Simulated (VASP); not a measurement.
Given:

```xyz
2
Lattice="2.9352 0.0000 0.0000 0.0000 2.9352 0.0000 0.0000 0.0000 2.9352" Properties=species:S:1:pos:R:3 pbc="T T T"
Be     0.0000     0.0000     0.0000
S      1.4676     1.4676     1.4676
```

Level of theory: r2SCAN meta-GGA, VASP's PBE PAW potentials (set 64) (plane waves; VASP). Numerical set-up: 400 eV cut-off, 14×14×14 Γ-centred mesh, tetrahedra with Blöchl corrections, potentials Be S.

Task: Give the energies of bands 2 to 7 at the high-symmetry points, in eV from the Fermi level.

Result: 
```
band      Γ      X      M      R
----  -----  -----  -----  -----
2     -1.69  -8.97  -7.07  -4.57
3     -1.69   0.13  -7.07  -4.57
4     -1.69   0.13  -1.62  -4.57
5      2.24   4.22   1.20  -0.28
6      5.60   5.84   8.66  -0.28
7      5.60   5.84   8.66  -0.28
```

It has no gap at this level: it comes out as a metal or semimetal.

The structure was generated: BeS was put into the CsCl type (Pm-3m), which need not be its known phase. It was relaxed first, which changed the volume by +34 %.
